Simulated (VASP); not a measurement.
A convergence study with VASP on Ag (fcc): a few settings are varied, all else stays as given below, so the limit is that of these other settings. The cell's lengths are 1 % over those of the tabulated start, so it is off equilibrium.

```xyz
1
Lattice="0.0000 2.0654 2.0654 2.0654 0.0000 2.0654 2.0654 2.0654 0.0000" Properties=species:S:1:pos:R:3 pbc="T T T"
Ag     0.0000     0.0000     0.0000
```

Level of theory: LDA (Ceperley-Alder, Perdew-Zunger), VASP's LDA PAW potentials (set 64) (plane waves; VASP 6.6.1). The last row used: ADDGRID = .TRUE., 500 eV cut-off, 17×17×17 Γ-centred mesh, first-order Methfessel-Paxton smearing of 0.10 eV, potentials Ag.

| setting | E (eV/atom) | pressure (GPa) | plane waves |
|---|---|---|---|
| ADDGRID = unset, ENCUT = 200, PREC = Low | -3.5368 | -64.16 | 125 |
| ADDGRID = unset, ENCUT = 200, PREC = Normal | -3.5343 | -64.35 | 125 |
| ADDGRID = .TRUE., ENCUT = 200, PREC = Normal | -3.5342 | -64.36 | 125 |
| ADDGRID = .TRUE., ENCUT = 200, PREC = Accurate | -3.5408 | -63.58 | 125 |
| ADDGRID = unset, ENCUT = 300, PREC = Low | -3.7382 | -9.83 | 218 |
| ADDGRID = unset, ENCUT = 300, PREC = Normal | -3.7355 | -10.04 | 218 |
| ADDGRID = .TRUE., ENCUT = 300, PREC = Normal | -3.7355 | -10.03 | 218 |
| ADDGRID = .TRUE., ENCUT = 300, PREC = Accurate | -3.7339 | -10.16 | 218 |
| ADDGRID = unset, ENCUT = 400, PREC = Low | ___ | ___ | 332 |
| ADDGRID = unset, ENCUT = 400, PREC = Normal | -3.7238 | -10.35 | 332 |
| ADDGRID = .TRUE., ENCUT = 400, PREC = Normal | -3.7237 | -10.34 | 332 |
| ADDGRID = .TRUE., ENCUT = 400, PREC = Accurate | -3.7237 | -10.34 | 332 |
| ADDGRID = unset, ENCUT = 500, PREC = Low | ___ | ___ | 459 |
| ADDGRID = unset, ENCUT = 500, PREC = Normal | -3.7238 | -9.95 | 459 |
| ADDGRID = .TRUE., ENCUT = 500, PREC = Normal | -3.7238 | -9.94 | 459 |
| ADDGRID = .TRUE., ENCUT = 500, PREC = Accurate | -3.7238 | -9.94 | 459 |

Task: What belongs in the gaps?

Result: 
- ADDGRID = unset, ENCUT = 400, PREC = Low, E (eV/atom): -3.7265
- ADDGRID = unset, ENCUT = 400, PREC = Low, pressure (GPa): -10.14
- ADDGRID = unset, ENCUT = 500, PREC = Low, E (eV/atom): -3.7249
- ADDGRID = unset, ENCUT = 500, PREC = Low, pressure (GPa): -9.86

Left out are rungs that failed or repeat a setting and relaxations that didn't move; long series are thinned to 24 rows.

The compound is Ag in the fcc structure. The cell was not relaxed at this level.
